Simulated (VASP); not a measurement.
Si3As:

```xyz
4
Lattice="4.6171 0.0000 0.0000 -2.3085 3.9985 0.0000 0.0000 0.0000 4.8902" Properties=species:S:1:pos:R:3 pbc="T T T"
Si    0.0000    0.0000    2.4451
Si    0.0000    2.6657    0.0000
Si    2.3086    1.3328    0.0000
As    0.0000    0.0000    0.0000
```

The cell was built by a generator and needn't be a form met in nature.

```yaml
Program: VASP 6.6.1
Task: relaxation of cell and atoms
Functional: PBE
Potentials_or_basis: VASP PAW PBE potentials, release 64 (Si, As)
Cutoff: 600 eV
k_mesh: 7 × 7 × 6
Occupations: gaussian, width 0.05 eV
Spin: no spin polarisation
```

At the start: pressure 0.4 GPa; volume 22.57 Å³/atom.

**Question.** How do energy, volume and symmetry change on relaxing?

**Answer.** Over 3 steps the energy falls by 5.4 meV/atom and the volume is 22.75 Å³/atom (+0.8 %); space group P6/mmm (No. 191, to 0.05 Å).

The path:
```csv
step,energy change (eV),largest force (eV/Å),pressure (GPa),volume (Å³)
1,0.0000,0.0000,0.44,90.28
2,-0.0214,0.0001,-0.02,91.07
3,-0.0216,0.0001,0.00,91.00
```

Final structure:
```
Si As
1.0
     4.58857   -0.00002    0.00000
    -2.29430    3.97381    0.00000
     0.00000    0.00000    4.99087
Si As
3 1
Cartesian
  -2.2943 3.9738 2.4954
  0.0000 2.6492 0.0000
  2.2943 1.3246 0.0000
  -2.2943 3.9738 0.0000
```
